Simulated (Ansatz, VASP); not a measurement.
**Two plane-wave programs on MnHg**

```
Hg Mn
1.0
     3.31500    0.00000    0.00000
     0.00000    3.31500    0.00000
     0.00000    0.00000    3.31500
Hg Mn
1 1
Cartesian
  0.0000 0.0000 0.0000
  1.6575 1.6575 1.6575
```

Alike in both runs: task single point; functional PBE; k mesh 8 × 8 × 8; occupations fermi-dirac, width 0.05 eV; collinear spin, ferromagnetic start.

|  | VASP | Ansatz |
| --- | --- | --- |
| version | VASP 6.6.1 | Ansatz 0.2.0 |
| potentials or method | VASP PAW PBE potentials, release 64 (Hg, Mn_pv) | Ansatz PAW |
| plane-wave cutoff (eV) | 520 | 420 |
| valence electrons in the cell | 25 | 35 |

Ansatz gave:

| Quantity | Value |
| --- | --- |
| gap on the k mesh at the Fermi level (eV) | none |
| pressure (GPa) | 0.6 |
| net moment per atom (μB) | 1.95 |
| size of the moment on the site where the two differ most (μB) | 3.88 |

Question: Which values does VASP return?

Answer: gap on the k mesh at the Fermi level (eV): none; pressure (GPa): 1.0; net moment per atom (μB): 1.95; size of the moment on the site where the two differ most (μB): 3.83.

Site moments also hang on the region over which each program counts them. A gap of «none» marks a metal or a gap that the smearing closes. With one functional, cell and mesh, what is left measures potentials, basis and numerics. The two sets of potentials don't hold the same shells in valence.

The runs have no spin-orbit coupling, so splittings on Hg are missing.
